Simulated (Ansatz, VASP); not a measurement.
**Na3Y: VASP beside Ansatz**

One calculation is typed for both programs; each brings its own data sets. How far apart do they land? The cell is generated by rule, not measured, and may not be a known phase. The cell is taken from a series of runs on this material, whose earlier steps may have relaxed, scaled, displaced or heated it; both programs get it as it stands.

Calculated with Ansatz 0.2.0; plane waves, with VASP 6.6.1 beside it; relaxation of cell and atoms at PBEsol.

## Step 1: Set-up

It takes space group Pmmm (No. 47, orthorhombic). The conventional cell has a = 3.502 Å, b = 4.865 Å, c = 7.778 Å, α = 90.00°, β = 90.00°, γ = 90.00°. Nearest to Na lie 7 Na at 3.50 to 3.84 Å and 4 Y at 3.59 Å. Na has 10 Na at 3.50 to 3.56 Å and 2 Y at 3.89 Å nearest. Nearest to Y lie 2 Y at 3.50 Å and 10 Na at 3.59 to 3.89 Å. Farther neighbours are not listed.

## Step 2: VASP: relaxation of cell and atoms, PBEsol, pair 1

The relaxed volume is the usual yardstick between codes: in a stiff, nearly cubic crystal its relative difference is about their pressure difference at one cell divided by the bulk modulus.

Lines of VASP's logs that name or quote its potential files are left out, and so is its time.

INCAR

```
SYSTEM = Na3Y
PREC = Accurate
ENCUT = 500
EDIFF = 1E-07
NELM = 120
ISMEAR = 1
SIGMA = 0.15
LREAL = .FALSE.
ALGO = Normal
GGA = PS
NBANDS = 22
LASPH = .TRUE.
LORBIT = 11
LWAVE = .FALSE.
LCHARG = .FALSE.
ISIF = 3
IBRION = 2
NSW = 80
EDIFFG = -0.005
GGA_COMPAT = .FALSE.
NELMIN = 4
KPAR = 2
```

POSCAR

```
Na3Y
1.0
    3.5023900000      0.0000000000      0.0000000000
    0.0000000000      4.8653450000      0.0000000000
    0.0000000000      0.0000000000      7.7780850000
Na Y
3 1
Direct
    0.0000000000      0.5000001028      0.2530440333
    0.0000000000      0.5000001028      0.7469559667
    0.5000000000      0.0000000000      0.4999999357
    0.5000000000      0.0000000000      0.0000000000
```

KPOINTS

```
Automatic mesh
0
Gamma
10 8 6
0 0 0
```

The projector-augmented-wave data sets are Na_pv and Y_sv (PBE family, release 64).

On the command line:

```sh
mpirun -np 2 vasp_std
```

Numbers of over 12 decimals in the logs are rounded to 6 here.

Output:

```text
[banner, memory and clock lines left out]
running    2 mpi-ranks, on    1 nodes
 distrk:  each k-point on    1 cores,    2 groups
 distr:  one band on    1 cores,    1 groups

 POSCAR found type information on POSCAR NaY
 POSCAR found :  2 types and       4 ions
|                                                                             |
|               ----> ADVICE to this user running VASP <----                  |
|                                                                             |
|     You enforced a specific xc type in the INCAR file but a different       |
|     [... a line on the potential file left out ...]
|     I HOPE YOU KNOW WHAT YOU ARE DOING!                                     |
|                                                                             |

 LDA part: xc-table for (Slater+PW92), standard interpolation
 POSCAR, INCAR and KPOINTS ok, starting setup
 FFT: planning ... GRIDC
 FFT: planning ... GRID_SOFT
 FFT: planning ... GRID
 WAVECAR not read
 entering main loop
       N       E                     dE             d eps       ncg     rms          rms(c)
DAV:   1     0.256246330427E+03    0.25625E+03   -0.16297E+04  5288   0.143E+03
DAV:   2     0.776461822182E+01   -0.24848E+03   -0.24300E+03  5490   0.393E+02
DAV:   3    -0.885601214950E+01   -0.16621E+02   -0.16056E+02  8634   0.106E+02
DAV:   4    -0.103062714321E+02   -0.14503E+01   -0.14282E+01  8624   0.190E+01
DAV:   5    -0.103530959788E+02   -0.46825E-01   -0.46772E-01  7536   0.245E+00    0.165E+01
DAV:   6    -0.100180093328E+02    0.33509E+00   -0.55103E-01  7028   0.357E+00    0.109E+01
DAV:   7    -0.994335284049E+01    0.74656E-01   -0.61663E-01  6822   0.453E+00    0.129E+00
DAV:   8    -0.993614511691E+01    0.72077E-02   -0.67647E-02  7068   0.167E+00    0.670E-01
DAV:   9    -0.993498519657E+01    0.11599E-02   -0.13691E-02  6848   0.718E-01    0.140E-01
DAV:  10    -0.993483509153E+01    0.15011E-03   -0.13643E-03  7188   0.225E-01    0.700E-02
DAV:  11    -0.993481488366E+01    0.20208E-04   -0.14586E-04  6972   0.776E-02    0.373E-02
DAV:  12    -0.993481808241E+01   -0.31988E-05   -0.25750E-05  8124   0.258E-02    0.182E-02
DAV:  13    -0.993481725447E+01    0.82794E-06   -0.15350E-06  7008   0.731E-03    0.104E-02
DAV:  14    -0.993481652627E+01    0.72820E-06   -0.13143E-06  6410   0.664E-03    0.152E-03
DAV:  15    -0.993481646147E+01    0.64800E-07   -0.10045E-07  4826   0.193E-03
   1 F= -.99348165E+01 E0= -.99345189E+01  d E =-.993482E+01
[... from here on, the cycles between the ionic steps are left out ...]
   2 F= -.99359699E+01 E0= -.99357654E+01  d E =-.115347E-02
   3 F= -.99370010E+01 E0= -.99369462E+01  d E =-.218454E-02
  13 F= -.99410199E+01 E0= -.99415023E+01  d E =-.359085E-02
  14 F= -.99432480E+01 E0= -.99437734E+01  d E =-.581899E-02
  15 F= -.99432487E+01 E0= -.99437852E+01  d E =-.581966E-02
  16 F= -.99435378E+01 E0= -.99441029E+01  d E =-.289122E-03
  17 F= -.99436044E+01 E0= -.99441799E+01  d E =-.355654E-03
  18 F= -.99436115E+01 E0= -.99441900E+01  d E =-.362761E-03
  19 F= -.99436804E+01 E0= -.99442643E+01  d E =-.689634E-04
  20 F= -.99437553E+01 E0= -.99443520E+01  d E =-.143859E-03
  21 F= -.99438174E+01 E0= -.99444076E+01  d E =-.620482E-04
 trial-energy change:   -0.000062  1 .order   -0.000063   -0.000082   -0.000043
 step:   6.4655(harm=  5.7011)  dis= 0.00735  next Energy=    -9.943845 (dE=-0.901E-04)
 bond charge predicted
       N       E                     dE             d eps       ncg     rms          rms(c)
DAV:   1    -0.994370403280E+01    0.11334E-03   -0.14379E-01  5940   0.211E+00    0.657E-02
DAV:   2    -0.994386194262E+01   -0.15791E-03   -0.24477E-03  6136   0.351E-01    0.399E-02
DAV:   3    -0.994384176112E+01    0.20181E-04   -0.10314E-04  6532   0.831E-02    0.208E-02
DAV:   4    -0.994383859508E+01    0.31660E-05   -0.20771E-05  8724   0.311E-02    0.871E-03
DAV:   5    -0.994383894817E+01   -0.35309E-06   -0.86221E-07  6322   0.798E-03    0.467E-03
DAV:   6    -0.994383934574E+01   -0.39757E-06   -0.55600E-07  7792   0.452E-03    0.129E-03
DAV:   7    -0.994383934211E+01    0.36252E-08   -0.31759E-08  2758   0.207E-03
  22 F= -.99438393E+01 E0= -.99444207E+01  d E =-.840130E-04
 curvature:  -4.91 expect dE=-0.238E-04 dE for cont linesearch -0.138E-05
 trial: gam= 0.00000 g(F)=  0.224E-06 g(S)=  0.462E-05 ort =-0.396E-05 (trialstep = 0.347E+01)
 search vector abs. value=  0.485E-05
 reached required accuracy - stopping structural energy minimisation
```

OUTCAR, selected parts (step 2):

```text
ion  position               nearest neighbor table
   1  0.000  0.500  0.253-
   2  0.000  0.500  0.747-
   3  0.500  0.000  0.500-
   4  0.500  0.000  0.000-

  LATTYP: Found a simple orthorhombic cell.
 ALAT       =     3.5023900000
 B/A-ratio  =     1.3891499804
 C/A-ratio  =     2.2207935153

 Subroutine GETGRP returns: Found  8 space group operations
 (whereof  8 operations were pure point group operations)

The static configuration has the point symmetry D_2h.

 Found    120 irreducible k-points:

   k-points           NKPTS =    120   k-points in BZ     NKDIM =    120   number of bands    NBANDS=     22

   dimension x,y,z NGX =    28 NGY =   36 NGZ =   60
   dimension x,y,z NGXF=    56 NGYF=   72 NGZF=  120

   ENCUT  =  500.0 eV  36.75 Ry    6.06 a.u.   6.39  8.87 14.18*2*pi/ulx,y,z

   NELECT =      32.0000    total number of electrons

 k-points in reciprocal lattice and weights: Automatic mesh
   0.00000000  0.00000000  0.00000000       0.002
   0.10000000  0.00000000  0.00000000       0.004
   0.20000000  0.00000000  0.00000000       0.004
   0.30000000  0.00000000  0.00000000       0.004
   0.40000000  0.00000000  0.00000000       0.004
   0.50000000  0.00000000  0.00000000       0.002
   0.00000000  0.12500000  0.00000000       0.004
   0.10000000  0.12500000  0.00000000       0.008
   0.20000000  0.12500000  0.00000000       0.008
[...]
0.40000000  0.50000000  0.50000000       0.004
   0.50000000  0.50000000  0.50000000       0.002

 average (electrostatic) potential at core
       1 -48.7447       2 -48.7447       3 -49.0440       4 -40.2605

 E-fermi :   1.0830

 k-point     1 :       0.0000    0.0000    0.0000
  band No.  band energies     occupation
    ...
     13     -21.9520      2.00000
     14      -2.7422      2.00000
     15      -0.2678      2.00000
     16       0.3263      2.00000
     17       0.7695      2.01183
     18       1.8708     -0.00000
     19       2.4069     -0.00000
     20       2.6684     -0.00000
     21       4.4450      0.00000
     22       4.4664      0.00000

 k-point     2 :       0.1000    0.0000    0.0000
  band No.  band energies     occupation
    ...
     13     -21.9988      2.00000
     14      -2.5837      2.00000
     15      -0.0997      2.00000
     16       0.3956      2.00000
     17       0.9434      2.03286
     18       1.9419     -0.00000
     19       2.4925     -0.00000
     20       2.5773     -0.00000
     21       4.0934      0.00000
     22       4.1279      0.00000

 k-point     3 :       0.2000    0.0000    0.0000
  band No.  band energies     occupation
    ...
     12     -22.3414      2.00000
     13     -22.1195      2.00000
     14      -2.1295      2.00000
     15       0.3518      2.00000
     16       0.5699      2.00001
     17       1.4517     -0.00279
     18       2.1416     -0.00000
     19       2.2081     -0.00000
     20       2.7140     -0.00000
     21       3.5028     -0.00000
    ...

  Total        0.0157360      0.0070124      0.0093103      0.0000000      0.0000000      0.0000000
  in kB        0.1896228      0.0845014      0.1121910      0.0000000      0.0000000      0.0000000
  external PRESSURE =       0.1287718 kB  Pullay stress =       0.0000000 kB

  energy-cutoff  :      500.00
  volume of cell :      132.96
      direct lattice vectors                 reciprocal lattice vectors
     3.392613254 -0.000000000  0.000000000     0.294758030  0.000000000  0.000000000
    -0.000000000  5.275464035  0.000000000     0.000000000  0.189556785  0.000000000
     0.000000000  0.000000000  7.428814135     0.000000000  0.000000000  0.134610987

 POSITION                                       TOTAL-FORCE (eV/Angst)
 -----------------------------------------------------------------------------------
     -0.00000      2.63773      1.83835        -0.000000      0.000000      0.001522
     -0.00000      2.63773      5.59047        -0.000000      0.000000     -0.001522
      1.69631     -0.00000      3.71441         0.000000      0.000000      0.000000
      1.69631     -0.00000      0.00000        -0.000000      0.000000      0.000000
 -----------------------------------------------------------------------------------
    total drift:                                0.000000     -0.000250      0.000107

  FREE ENERGIE OF THE ION-ELECTRON SYSTEM (eV)
  ---------------------------------------------------
  free  energy   TOTEN  =        -9.9438393421 eV

  energy  without entropy=       -9.9455832828  energy(sigma->0) =       -9.94442066

 reached required accuracy - stopping structural energy minimisation

 total charge
# of ion       s       p       d       f       tot
--------------------------------------------------
    1        0.119   5.974   0.000   0.000   6.093
    2        0.119   5.974   0.000   0.000   6.093
    3        0.105   5.971   0.000   0.000   6.076
    4        2.284   6.116   0.855   0.002   9.258
--------------------------------------------------
tot          2.627  24.035   0.855   0.002  27.519

[... 3 further parts left out ...]
```

CONTCAR:

```
Na3Y
   1.00000000000000
     3.3926132538975673   -0.0000000000000001    0.0000000000000000
    -0.0000000000000002    5.2754640350776265    0.0000000000000000
     0.0000000000000000    0.0000000000000000    7.4288141345150089
  Na              Y
     3     1
Direct
     0.0000000000000000    0.5000001028000014    0.2474618834360741
     0.0000000000000000    0.5000001028000014    0.7525381165639259
     0.5000000000000000    0.0000000000000000    0.4999999357000036
     0.5000000000000000    0.0000000000000000    0.0000000000000000
```

## Step 3: Ansatz: relaxation of cell and atoms, PBEsol, pair 1

Ansatz runs on its default PAW (the set named soft_2) files.

The same cell, functional, mesh and smearing now go to Ansatz, which takes its cutoff from its data sets.

input.yaml

```yaml
crystal:
  lattice:
    - [3.5023904796, 0.0, 0.0]
    - [0.0, 4.865345144, 0.0]
    - [0.0, 0.0, 7.7780849336]
  atoms:
    - { symbol: Na, position: [0.0, 0.5, 0.2530439737] }
    - { symbol: Na, position: [0.0, 0.5, 0.7469560263] }
    - { symbol: Na, position: [0.5, 0.0, 0.5] }
    - { symbol: "Y", position: [0.5, 0.0, 0.0] }
kpoints:
  mp_grid: { grid: [10, 8, 6] }
hamiltonian:
  xc: pbesol
scf:
  occupations: { method: methfessel_paxton, width: 0.15 }
output:
  forces: true
  stress: true
  eigenvalues: true
relax:
  adjacent_minimum: "off"
  f_tol: 0.001
  max_steps: 60
  cell: { stress_tol: 0.01 }
```

On the command line:

```sh
ansatz run input.yaml --threads 4 --pin off --max-ram 7168MiB --backend cpu --events-out ev --progress --plain --runs-dir out
```

Output:

```text
Engine: ansatz 0.2.0, aarch64-unknown-linux-gnu
Pseudopotentials: kind: paw
Pseudopotential: Na, paw, valence charge 9, recommended cutoff 420 eV (normal), Na.paw.azcp
Pseudopotential: Y, paw, valence charge 11, recommended cutoff 420 eV (normal), Y.paw.azcp
Functional definition: PBEsol
  exchange = pbesol_x
  correlation = pbesol_c
Crystal: 4 atoms, lattice volume = 132.541 Å³
Basis set: ecut = 420 eV, 2583 PW (Γ), exchange–correlation on 48×72×108 points (8 copies of the dense FFT grid, shifted against one another)
Bands: 23, of which v1, the nominal top of the filled ones, is band 19 counted from 1 (18 counted from 0)
Symmetry: 8 space group operations
Space group: Pmmm (ITA 47), of the structure as read, at distance tolerance 5.1e-5 Å
k-points: 120 of 480
Non-local potential: Na, projectors of the file, l = 0: 3, l = 1: 2, l = 2: 1
Non-local potential: Y, projectors of the file, l = 0: 3, l = 1: 2, l = 2: 2, l = 3: 1
PAW form: soft (Blöchl's): semilocal exchange-correlation on the pseudo side does not see the compensation charge
PAW frozen core: Na, regenerated for the run's functional, and the local potential with it (the file was generated under x = pbe(κ = 0.804, μ = 0.219515), c = pbe(β = 0.066725))
PAW frozen core: Y, regenerated for the run's functional, and the local potential with it (the file was generated under x = pbe(κ = 0.804, μ = 0.219515), c = pbe(β = 0.066725))
PAW one-centre angular grid: Na, 110 points (default); XC on 64 Gauss nodes
PAW one-centre angular grid: Y, 590 points (default); XC on 64 Gauss nodes
Initial density: superposition of atomic densities (neutral atoms: chi_scale 0, normalization atom), corrected by the library's trained network
Initial wavefunctions: pseudopotential atomic-orbital guess
Functional: x = pbesol(κ = 0.804, μ = 0.123457), c = pbesol(β = 0.046)
SCF iter   1: F=—  HF=-8221.607270 eV  |F-HF|=—  |Δ(HF+E_count)|=         —  Δρ=3.38e-3  dr2=3.90e-2  ethr=1.77e-3  ⟨swp⟩=4.6  Hψ=10268  notcnv=0
preconditioner: auto → Kerker (q_TF=auto, 2.215 Å⁻¹)  [metal: Δε(μ)=0.005 eV  Ē_g=2.267 eV  σ=0.150 eV  W_gap=0.03  n_scr=24 (ndim 8)  ℏωp=7.9 eV  f_vac=0.000  D(μ)=3.22/eV (n_scr^D=20)]
SCF iter   2: F=—  HF=-8221.602489 eV  |F-HF|=—  |Δ(HF+E_count)|=   4.78e-3  S|Δr|=    0.00e0  Δρ=1.61e-3  dr2=1.25e-2  ethr=1.03e-4  ⟨swp⟩=1.0  Hψ=3721  notcnv=0
SCF iter   3: F=—  HF=-8221.601007 eV  |F-HF|=—  |Δ(HF+E_count)|=   1.48e-3  S|Δr|=    0.00e0  Δρ=4.51e-4  dr2=1.05e-3  ethr=3.29e-5  ⟨swp⟩=1.8  Hψ=2894  notcnv=0
SCF iter   4: F=—  HF=-8221.600864 eV  |F-HF|=—  |Δ(HF+E_count)|=   1.43e-4  S|Δr|=    0.00e0  Δρ=1.83e-4  dr2=1.61e-4  ethr=2.75e-6  ⟨swp⟩=1.9  Hψ=2948  notcnv=0
SCF iter   5: F=—  HF=-8221.600834 eV  |F-HF|=—  |Δ(HF+E_count)|=   3.06e-5  S|Δr|=    0.00e0  Δρ=5.31e-5  dr2=7.53e-6  ethr=4.23e-7  ⟨swp⟩=2.0  Hψ=3068  notcnv=0
SCF iter   6: F=—  HF=-8221.600788 eV  |F-HF|=—  |Δ(HF+E_count)|=   4.62e-5  S|Δr|=    0.00e0  Δρ=1.61e-5  dr2=6.38e-7  ethr=1.98e-8  ⟨swp⟩=2.0  Hψ=3357  notcnv=0
SCF iter   7: F=-8221.600788 eV  HF=-8221.600788 eV  |F-HF|=1.22e-8  |Δ(HF+E_count)|=   7.07e-8  S|Δr|=    0.00e0  Δρ=4.59e-6  dr2=3.58e-8  ethr=2.63e-10  ⟨swp⟩=5.2  Hψ=11845  notcnv=0
SCF 1 converged in 7 iterations: F = -8221.600788 eV  dr2 = 3.58e-8
  greatest PAW one-centre occupation: 0.999 electrons in one spin orbital (limit 2), on the Na atom at site 1 (counted from 0), in its partial waves of l = 0
relax step   1: F+E_penalty+E_count = -8221.60078750 eV  Δ(F+E_penalty+E_count) = +0.000e0 eV  max|allowed force component| = 1.313e-3 eV/Å  Δτ_max = 0.0000 Å  P = -0.068 GPa  Ω = 132.541 Å³  (7 SCF iters, dr2 threshold 1.00e-7 eV, accepted)
[...]
relax step  16: F+E_penalty+E_count = -8221.61127796 eV  Δ(F+E_penalty+E_count) = +7.816e-7 eV  max|allowed force component| = 1.678e-3 eV/Å  Δτ_max = 0.0022 Å  P = +0.005 GPa  Ω = 133.440 Å³  energy of the carried Pulay correction = -2.058e-6 eV  (8 SCF iters, rejected (line search))
[...]
relax step  17: F+E_penalty+E_count = -8221.61127997 eV  Δ(F+E_penalty+E_count) = -1.238e-6 eV  max|allowed force component| = 1.122e-4 eV/Å  Δτ_max = 0.0008 Å  P = -0.000 GPa  Ω = 133.462 Å³  energy of the carried Pulay correction = -2.311e-6 eV  (8 SCF iters, accepted)
[...]
relax step  18: F+E_penalty+E_count = -8221.61128212 eV  Δ(F+E_penalty+E_count) = -2.144e-6 eV  max|allowed force component| = 1.131e-4 eV/Å  Δτ_max = 0.0000 Å  P = -0.000 GPa  Ω = 133.462 Å³  stress off target by 6.73e-4 GPa  SCF on the basis re-selected at this cell (its energy is not comparable with the rows above)  (7 SCF iters)
basis re-selected at this cell: Δ(F+E_penalty+E_count) = -2.144e-6 eV, ΔP = -0.000 GPa vs the last step (what re-selecting the basis moved, of the pressure what is left beyond the Pulay correction that the steps carried, after the strain that the cell walked since its last selection, with what the two solves' SCF thresholds leave and, on support functions, any second-order correction that the steps lacked; it is no m [...]
SCF converged after 7 iterations
Stability not checked: this state was not tested for a lower state beside it, because cold or Methfessel-Paxton smearing, or corrected tetrahedra, fill the levels in a way that the test cannot read (fill_not_monotonic; see scf.lower_state_search)
Free energy (F): -8221.611282 eV
Harris-Foulkes:  -8221.611282 eV  (|F-HF|=1.82e-12)
Internal energy: -8221.612967 eV  (E = F + TS)
E sigma→0 (E₀):  -8221.611703 eV
Entropy (-TS):   0.001684 eV (0.421 meV/atom)
Fermi energy:    3.802150 eV
--- Per-component energies (eV) ---
  E_band       = -839.703436
  E_kinetic    = 664.066981
  E_local      = -4878.244101  (includes V_loc(G=0)·N_el)
  E_nonlocal   = 399.953777
  E_hartree    = 1744.453225
  E_xc         = -283.611434
  E_vxc        = -342.784843  (∫ρ·V_xc dr)
  E_paw        = -3533.709827  (= ΣΔE_a)
  E_vpaw       = -171.601625  (= ΣTr[D̂ρ^β])
  E_aug_tail   = -0.000075  (compensation charges beyond the density's cutoff)
  E_ewald      = -2334.834367
  E_core_change = 0.312854  (= ΣΔE_core)
  E_smearing   = 0.001684  (= −TS)
  E_closure    = -0.000000  (closes the sum)
  Σ components = -8221.611282   (vs F -8221.611282, Δ=0.00e0)
--- Forces (eV/Å), atoms counted from 1 ---
  atom   1  Na    -0.00000000     0.00000000    -0.00011306
  atom   2  Na     0.00000000    -0.00000000     0.00011306
  atom   3  Na     0.00000000     0.00000000     0.00000000
  atom   4  Y      0.00000000     0.00000000     0.00000000
  max |Σ_I F_I| component: 7.57e-29 eV/Å
--- Stress (GPa, compression-positive) ---
       -0.000458       0.000000       0.000000
        0.000000       0.000673       0.000000
        0.000000       0.000000      -0.000609
  P = ⅓ Tr σ = -0.0001 GPa (-0.001 kbar)
--- Band table (eV; the first three rows and the last of 120) ---
  k-point 0: bands = [... 15 lower, -19.2155, 0.0008, 2.4780, 3.0702, 3.4782, 4.5695, 5.1246, 5.3057]
  k-point 1: bands = [... 15 lower, -19.2155, 0.0754, 2.0273, 3.4042, 3.5309, 4.4958, 5.3044, 5.4468]
  k-point 2: bands = [... 15 lower, -19.2155, 0.2792, 1.4487, 3.4777, 3.8239, 4.3883, 5.7168, 5.7850]
  k-point 119: bands = [... 15 lower, -19.5746, 3.1499, 3.4778, 4.4610, 4.6056, 5.2274, 5.2849, 5.8833]
--- Relaxed structure (16 steps of the walk, 12 accepted, 2 SCFs on fresh bases) ---
  F+E_penalty+E_count = -8221.61128212 eV   max|allowed force component| = 1.131e-4 eV/Å   (the final SCF, on the basis selected at the relaxed cell)
  cell:  # Å, volume = 133.4618 Å³
    - [3.388422, 0, 0]
    - [0, 5.319627, 1.223538691295605e-17]
    - [0, 1.9560355080213e-17, 7.404206]
  atoms:
    - { symbol: Na, position: [0, 0.5, 0.246964] }
    - { symbol: Na, position: [0, 0.5, 0.753036] }
    - { symbol: Na, position: [0.500000, 0, 0.5] }
    - { symbol: Y, position: [0.500000, 0, -1.5158871015725288e-19] }
```

## Step 4: Comparison

Known differences besides the potentials themselves: the data sets hold 38 valence electrons in Ansatz (on its default PAW (the set named soft_2) files) and 32 in VASP; the cutoff is 420 eV in Ansatz and 500 eV in VASP; Ansatz makes its cores anew for this functional, VASP keeps those of its PBE data sets; Ansatz adds a Pulay correction to the stress that steers its cell, VASP none. Total energies have different zeros and are not compared.

Compared:

| quantity | Ansatz | VASP | difference |
| --- | --- | --- | --- |
| volume (Å³) | 133.46 | 132.96 | +0.38 % |
| edge a after relaxation, in the typed setting (Å) | 3.388 | 3.393 | -0.12 % |
| edge b after relaxation, in the typed setting (Å) | 5.320 | 5.276 | +0.84 % |
| edge c after relaxation, in the typed setting (Å) | 7.404 | 7.429 | -0.33 % |

[end of part 1 of 2]

[Lines on the potential files, build, host, timing and source positions are cut from VASP's logs without a mark.]

[Logs are printed without paths, hosts, clocks, repeated set-up lines and the standing remarks that a program may print on its own settings, such as how far it seeks lower states.]

[Hosts, paths, dates, database ids (printed as entryN), source tags and the programs' standing remarks are cut or masked in the printed files.]
